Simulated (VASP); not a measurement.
These are PBEsol GGA, VASP's PBE PAW potentials (set 64) (plane waves; VASP) values and carry that method's errors.

VASP ran on this input.

### INCAR
```
! general
SYSTEM  = Tm
PREC    = Accurate
ENCUT   = 480
LREAL   = F
LASPH   = T

! electronic loop
EDIFF   = 1E-7
NELM    = 100
ALGO    = Normal
LMAXMIX = 6

! smearing
ISMEAR  = 1
SIGMA   = 0.1

! functional
GGA     = PS

! ions
ISIF    = 2

! output
LWAVE   = F
LCHARG  = F
```

File KPOINTS:
```
Automatic
0
G
 12 12 6
```

File POSCAR:
```
Tm
3.5193140
  0.5000000507  -0.8660255111   0.0000000000
  0.5000000507   0.8660255111   0.0000000000
  0.0000000000   0.0000000000   1.5417726236
Tm
2
Direct
  0.3333330000   0.6666670000   0.2500000000
  0.6666670000   0.3333330000   0.7500000000
```

POTCAR, in this order: Tm_3 (PBE.64 set). Program: vasp_std.

Output of the run:

**OUTCAR**
```
 ion  position               nearest neighbor table
   1  0.333  0.667  0.250-   2 3.39   2 3.39   2 3.39   2 3.39   2 3.39   2 3.39
   2  0.667  0.333  0.750-   1 3.39   1 3.39   1 3.39   1 3.39   1 3.39   1 3.39
  LATTYP: Found a hexagonal cell.
 ALAT       =     3.5193144164
 C/A-ratio  =     1.5417724411
 Subroutine PRICEL returns:
 Original cell was already a primitive cell.
 Subroutine GETGRP returns: Found 24 space group operations
The static configuration has the point symmetry D_3d.
 The point group associated with its full space group is D_6h.
The dynamic configuration has the point symmetry D_3d.
 Subroutine INISYM returns: Found 24 space group operations
 Subroutine IBZKPT returns following result:
 Found     76 irreducible k-points:

 Following reciprocal coordinates:
            Coordinates               Weight
  0.000000  0.000000  0.000000      1.000000
  0.083333  0.000000  0.000000      6.000000
  0.166667  0.000000  0.000000      6.000000
  0.250000  0.000000  0.000000      6.000000
  0.333333  0.000000  0.000000      6.000000
  0.416667  0.000000  0.000000      6.000000
  0.500000  0.000000  0.000000      3.000000
...
```

### OSZICAR
```
       N       E                     dE             d eps       ncg     rms          rms(c)
DAV:   1     0.621375401924E+02    0.62138E+02   -0.81669E+03  1976   0.124E+03
DAV:   2    -0.527375777306E+01   -0.67411E+02   -0.66208E+02  2039   0.387E+02
DAV:   3    -0.967062765202E+01   -0.43969E+01   -0.40661E+01  3223   0.607E+01
DAV:   4    -0.978911889213E+01   -0.11849E+00   -0.11703E+00  3210   0.855E+00
DAV:   5    -0.979001797509E+01   -0.89908E-03   -0.90172E-03  2793   0.685E-01    0.243E+01
DAV:   6    -0.978683299436E+01    0.31850E-02   -0.31679E-02  3134   0.201E+00    0.145E+01
DAV:   7    -0.979938568882E+01   -0.12553E-01   -0.57061E-02  2988   0.267E+00    0.364E-01
DAV:   8    -0.979900509885E+01    0.38059E-03   -0.32042E-03  2561   0.527E-01    0.685E-02
DAV:   9    -0.979901152820E+01   -0.64293E-05   -0.23710E-04  3261   0.166E-01    0.285E-02
DAV:  10    -0.979900655206E+01    0.49761E-05   -0.18929E-05  2674   0.387E-02    0.320E-02
DAV:  11    -0.979900672046E+01   -0.16839E-06   -0.16545E-06  2562   0.139E-02    0.339E-03
DAV:  12    -0.979900686009E+01   -0.13964E-06   -0.18463E-07  1449   0.485E-03    0.115E-03
DAV:  13    -0.979900683995E+01    0.20144E-07   -0.40534E-08  1293   0.375E-03
   1 F= -.97990068E+01 E0= -.97993590E+01  d E =0.105657E-02
```

OUTCAR:
```
------------------------ aborting loop because EDIFF is reached ----------------------------------------
  FORCE on cell =-STRESS in cart. coord.  units (eV):
  Direction    XX          YY          ZZ          XY          YZ          ZX
  --------------------------------------------------------------------------------------
  Total       -0.2351334     -0.2351334     -0.1745756      0.0000000     -0.0000000     -0.0000000
  in kB       -6.4729129     -6.4729132     -4.8058367      0.0000000     -0.0000000     -0.0000000
  external PRESSURE =      -5.9172209 kB  Pullay stress =       0.0000000 kB
  volume of cell :       58.20
      direct lattice vectors                 reciprocal lattice vectors
     1.759657178 -3.047815706  0.000000000     0.284146257 -0.164051914  0.000000000
     1.759657178  3.047815706  0.000000000     0.284146257  0.164051914  0.000000000
     0.000000000  0.000000000  5.425981979     0.000000000  0.000000000  0.184298437
 POSITION                                       TOTAL-FORCE (eV/Angst)
 -----------------------------------------------------------------------------------
      1.75966      1.01594      1.35650         0.000000      0.000000      0.000000
      1.75966     -1.01594      4.06949        -0.000000     -0.000000      0.000000
 -----------------------------------------------------------------------------------
    total drift:                               -0.000001      0.000068     -0.000012
  FREE ENERGIE OF THE ION-ELECTRON SYSTEM (eV)
  ---------------------------------------------------
  free  energy   TOTEN  =        -9.7990068399 eV

  energy  without entropy=       -9.8000634094  energy(sigma->0) =       -9.79935903
```
(Selected blocks of OUTCAR.)

The 4f electrons are frozen in the core of the lanthanide potential, so 4f levels, which can set the real gap, and their magnetism are missing.

The compound is Tm in the hcp structure. This cell was strained or had an atom moved on purpose.
